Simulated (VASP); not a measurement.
Output of a VASP run:

**OSZICAR**
```
       N       E                     dE             d eps       ncg     rms          rms(c)
DAV:   1     0.480800757554E+02    0.48080E+02   -0.87488E+03  1536   0.130E+03
DAV:   2    -0.361277181584E+02   -0.84208E+02   -0.79992E+02  2164   0.274E+02
DAV:   3    -0.385259249546E+02   -0.23982E+01   -0.23879E+01  2028   0.471E+01
DAV:   4    -0.385394235596E+02   -0.13499E-01   -0.13488E-01  1916   0.359E+00
DAV:   5    -0.385395687399E+02   -0.14518E-03   -0.14514E-03  1992   0.354E-01    0.931E+00
DAV:   6    -0.368359553357E+02    0.17036E+01   -0.43560E+00  1896   0.172E+01    0.456E+00
DAV:   7    -0.366682111501E+02    0.16774E+00   -0.22409E-01  1848   0.452E+00    0.266E+00
DAV:   8    -0.366266343484E+02    0.41577E-01   -0.68602E-02  1736   0.231E+00    0.213E-01
DAV:   9    -0.366258218527E+02    0.81250E-03   -0.21161E-03  2016   0.468E-01    0.115E-01
DAV:  10    -0.366258870836E+02   -0.65231E-04   -0.20000E-04  1812   0.139E-01    0.216E-02
DAV:  11    -0.366258857768E+02    0.13068E-05   -0.36753E-05  1948   0.524E-02    0.106E-02
DAV:  12    -0.366258863245E+02   -0.54766E-06   -0.39137E-06  1936   0.196E-02    0.177E-03
DAV:  13    -0.366258863928E+02   -0.68282E-07   -0.11181E-07  1312   0.366E-03
   1 F= -.36625886E+02 E0= -.36625886E+02  d E =0.000000E+00
```

### OUTCAR
```
------------------------ aborting loop because EDIFF is reached ----------------------------------------
  FORCE on cell =-STRESS in cart. coord.  units (eV):
  Direction    XX          YY          ZZ          XY          YZ          ZX
  --------------------------------------------------------------------------------------
  Total       -0.0101144     -0.0101144     -0.0088425      0.0000000      0.0000000     -0.0000000
  in kB       -0.6882731     -0.6882732     -0.6017178      0.0000000      0.0000000     -0.0000000
  external PRESSURE =      -0.6594214 kB  Pullay stress =       0.0000000 kB
  volume of cell :       23.54
      direct lattice vectors                 reciprocal lattice vectors
     2.542574634  0.000000000  0.000000000     0.393302122  0.227073078  0.000000000
    -1.271287317  2.201934304  0.000000000     0.000000000  0.454146156  0.000000000
     0.000000000  0.000000000  4.205454958     0.000000000  0.000000000  0.237786401
  FREE ENERGIE OF THE ION-ELECTRON SYSTEM (eV)
  ---------------------------------------------------
  free  energy   TOTEN  =       -36.6258863928 eV

  energy  without entropy=      -36.6258863928  energy(sigma->0) =      -36.62588639

 total charge

# of ion       s       p       d       tot
------------------------------------------
    1        0.676   1.363   0.000   2.039
    2        0.676   1.363   0.000   2.039
    3        1.209   2.757   0.000   3.966
    4        1.209   2.757   0.000   3.966
--------------------------------------------------
tot          3.770   8.240   0.000  12.010

 Electric field gradients after diagonalization (V/A^2)
 (convention: |V_zz| > |V_xx| > |V_yy|)
----------------------------------------------------------------------
 ion       V_xx      V_yy      V_zz     asymmetry (V_yy - V_xx)/ V_zz
----------------------------------------------------------------------
   1      -0.442    -0.442     0.884       0.000
   2      -0.442    -0.442     0.884       0.000
   3      -2.319    -2.317     4.636       0.001
   4      -2.319    -2.317     4.636       0.001
```
(Selected blocks of OUTCAR.)

File POSCAR:
```
BN
1
    2.5425746344     0.0000000000     0.0000000000
   -1.2712873172     2.2019343036     0.0000000000
    0.0000000000     0.0000000000     4.2054549576
B N
2 2
Direct
  0.6666670000   0.3333330000   0.9997887517
  0.3333330000   0.6666670000   0.4997887517
  0.6666670000   0.3333330000   0.6252112483
  0.3333330000   0.6666670000   0.1252112483
```

Question: Write an INCAR and KPOINTS that could have produced this output.

Answer: One answer among several that fit: the input of the run itself, PBEsol GGA, plane waves, VASP's PBE PAW potentials (set 64).

**KPOINTS**
```
Automatic
0
Gamma
  11 11 6
0 0 0
```

INCAR:
```
SYSTEM  =  BN
PREC  =  Accurate; ENCUT  =  520; LREAL  =  .FALSE.
LASPH  =  .TRUE.
EDIFF  =  1E-7; NELM  =  100; ALGO  =  Normal
ISMEAR  =  -5
GGA  =  PS
ISIF  =  2
LWAVE  =  .FALSE.; LCHARG  =  .TRUE.; LORBIT  =  11
NEDOS  =  601
LEFG  =  .TRUE.
```

POTCAR, in this order: B N (PBE.64 set). Program: vasp_std.

The structure comes from a computed database's BN entry (P6_3mc); how it stands against other phases isn't given here. It was relaxed first.
